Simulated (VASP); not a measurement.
Method: PBE GGA, VASP's PBE PAW potentials (set 64) (plane waves; VASP).

VASP ran on this input.

**POSCAR**
```
CdSe
1
    0.0000000000     2.9811840000     2.9811840000
    2.9811840000     0.0000000000     2.9811840000
    2.9811840000     2.9811840000     0.0000000000
Cd Se
1 1
Direct
  0.0000000000   0.0000000000   0.0000000000
  0.7500000000   0.7500000000   0.7500000000
```

KPOINTS:
```
Automatic mesh
0
Gamma
6 6 6
0 0 0
```

**INCAR**
```
SYSTEM  =  CdSe
PREC  =  Accurate; ENCUT  =  300; LREAL  =  .FALSE.
LASPH  =  .TRUE.
EDIFF  =  1E-6; NELM  =  100; ALGO  =  Normal
LMAXMIX  =  4
ISMEAR  =  0; SIGMA  =  0.01
GGA  =  PE
ISIF  =  2
LWAVE  =  .FALSE.; LCHARG  =  .FALSE.
```

POTCAR, in this order: Cd Se (PBE.64 set). Program: vasp_std.

Output of the run:

File OSZICAR:
```
       N       E                     dE             d eps       ncg     rms          rms(c)
DAV:   1     0.758059913172E+02    0.75806E+02   -0.68676E+03   448   0.800E+02
DAV:   2    -0.319097454486E+01   -0.78997E+02   -0.76863E+02   526   0.237E+02
DAV:   3    -0.571830918518E+01   -0.25273E+01   -0.25245E+01   451   0.442E+01
DAV:   4    -0.572822627734E+01   -0.99171E-02   -0.99168E-02   501   0.267E+00
DAV:   5    -0.572828120991E+01   -0.54933E-04   -0.54932E-04   456   0.183E-01    0.762E+00
DAV:   6    -0.538055264775E+01    0.34773E+00   -0.62078E-01   549   0.106E+01    0.575E+00
DAV:   7    -0.535470717091E+01    0.25845E-01   -0.18414E-01   456   0.322E+00    0.226E+00
DAV:   8    -0.535496818442E+01   -0.26101E-03   -0.17543E-02   431   0.190E+00    0.263E-01
DAV:   9    -0.535503474795E+01   -0.66564E-04   -0.20958E-03   451   0.698E-01    0.590E-02
DAV:  10    -0.535510029465E+01   -0.65547E-04   -0.22048E-04   451   0.215E-01    0.447E-02
DAV:  11    -0.535513787606E+01   -0.37581E-04   -0.63858E-05   416   0.594E-02    0.122E-02
DAV:  12    -0.535513811662E+01   -0.24056E-06   -0.45552E-06   491   0.317E-02
   1 F= -.53551381E+01 E0= -.53551381E+01  d E =-.118521E-58
```

### OUTCAR
```
------------------------ aborting loop because EDIFF is reached ----------------------------------------
  FORCE on cell =-STRESS in cart. coord.  units (eV):
  Direction    XX          YY          ZZ          XY          YZ          ZX
  --------------------------------------------------------------------------------------
  Total        2.3763103      2.3763103      2.3763103     -0.0000000      0.0000000     -0.0000000
  in kB       71.8484487     71.8484487     71.8484487     -0.0000000      0.0000000     -0.0000000
  external PRESSURE =      71.8484487 kB  Pullay stress =       0.0000000 kB
  volume of cell :       52.99
      direct lattice vectors                 reciprocal lattice vectors
     0.000000000  2.981184000  2.981184000    -0.167718598  0.167718598  0.167718598
     2.981184000  0.000000000  2.981184000     0.167718598 -0.167718598  0.167718598
     2.981184000  2.981184000  0.000000000     0.167718598  0.167718598 -0.167718598
  FREE ENERGIE OF THE ION-ELECTRON SYSTEM (eV)
  ---------------------------------------------------
  free  energy   TOTEN  =        -5.3551381166 eV

  energy  without entropy=       -5.3551381166  energy(sigma->0) =       -5.35513812
```
(Selected blocks of OUTCAR.)

**OUTCAR**
```
 val. band max:        1.4471014194   @ k =   0.0000   0.0000   0.0000

 cond. band min:       2.1710651973   @ k =   0.0000   0.0000   0.0000


 Fermi energy:         1.5594527778

 k-point     1 :       0.0000    0.0000    0.0000
  band No.  band energies     occupation
      1     -11.5080      2.00000
      2      -6.6997      2.00000
      3      -6.6997      2.00000
      4      -6.6997      2.00000
      5      -6.2544      2.00000
      6      -6.2544      2.00000
      7       1.4471      2.00000
      8       1.4471      2.00000
      9       1.4471      2.00000
     10       2.1711      0.00000
     11       7.3674      0.00000
     12       7.3674      0.00000
     13       7.3674      0.00000

 k-point     2 :       0.1667    0.0000    0.0000
  band No.  band energies     occupation
      1     -11.4023      2.00000
      2      -6.6656      2.00000
      3      -6.6656      2.00000
      4      -6.6063      2.00000
      5      -6.2557      2.00000
      6      -6.2557      2.00000
      7      -0.3394      2.00000
      8       1.2099      2.00000
      9       1.2099      2.00000
     10       3.4825      0.00000
     11       7.1832      0.00000
     12       7.7180      0.00000
     13       7.7180      0.00000

 k-point     3 :       0.3333    0.0000    0.0000
  band No.  band energies     occupation
      1     -11.1870      2.00000
      2      -6.6091      2.00000
      3      -6.6091      2.00000
      4      -6.2634      2.00000
      5      -6.2427      2.00000
      6      -6.2427      2.00000
      7      -2.3234      2.00000
      8       0.7939      2.00000
      9       0.7939      2.00000
     10       3.9368      0.00000
     11       7.9673      0.00000
     12       7.9673      0.00000
     13       8.1693      0.00000

 k-point     4 :       0.5000    0.0000    0.0000
  band No.  band energies     occupation
      1     -11.0783      2.00000
      2      -6.5889      2.00000
      3      -6.5889      2.00000
...
```

At this cut-off the stress carries a Pulay error, which pulls relaxed volumes low.

The structure comes from a computed database's CdSe entry; how it stands against other phases isn't given here. The cell was not relaxed at this level, and its volume differs by -5.9 % from the start's.
